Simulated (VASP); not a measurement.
Input of a VASP 6.6.1 run:

The input INCAR:

```
SYSTEM = VMoS3
ALGO = Fast ; EDIFF = 1E-4
EDIFFG = -0.08 ; ENCUT = 520
GGA = PE ; IBRION = 2
ISIF = 3 ; ISMEAR = 0
ISPIN = 2 ; LASPH = .TRUE.
LCHARG = .FALSE. ; LMAXMIX = 4
LORBIT = 11 ; LREAL = .FALSE.
LWAVE = .FALSE. ; MAGMOM = 2 1 0 0 0
NELM = 60 ; NSW = 24
PREC = Normal ; SIGMA = 0.15
```

File KPOINTS:

```
k-points
0
G
  3 3 3
  0 0 0
```

The input POSCAR:

```
VMoS3
1.0
    4.7249307800      0.0000000000      0.0000000000
    0.0000000000      4.7249307800      0.0000000000
    0.0000000000      0.0000000000      4.7249307800
V Mo S
1 1 3
Direct
    0.0000000000      0.0000000000      0.0000000000
    0.5000000000      0.5000000000      0.5000000000
    0.0000000000      0.5000000000      0.5000000000
    0.5000000000      0.0000000000      0.5000000000
    0.5000000000      0.5000000000      0.0000000000
```

Potentials or basis: VASP PAW PBE potentials, release 64 (V_sv, Mo_sv, S).

Command:

```console
$ cat potpaw_PBE.64/V_sv/POTCAR potpaw_PBE.64/Mo_sv/POTCAR potpaw_PBE.64/S/POTCAR > POTCAR
$ mpirun -np 1 vasp_std > vasp.out
```

Q: Predict the space group after relaxing (to 0.05 Å).

A: Pm-3m (No. 221).

Q: Estimate the relaxed cell.

A: a = 4.694 Å, b = 4.694 Å, c = 4.694 Å, α = 90.00°, β = 90.00°, γ = 90.00°.

Q: What does it give for the relaxed volume?

A: 20.69 Å³/atom.

Q: Estimate the band gap on the k mesh.

A: None (metal or under the smearing width).

Step by step:
```csv
step,energy change (eV),largest force (eV/Å),pressure (GPa),volume (Å³)
1,0.0000,0.0000,-1.80,105.48
2,-0.0263,0.0000,1.32,101.92
3,-0.0299,0.0000,0.84,102.51
4,-0.0314,0.0000,0.06,103.43
```

Caveat: the k mesh is coarse (spacing up to 0.44 Å⁻¹), so the values aren't converged; the relaxation stopped at a loose force limit of 0.08 eV/Å, so its end isn't a converged minimum. With open d or f shells a metallic result of PBE can be an artefact of self-interaction; +U or a hybrid may open a gap.
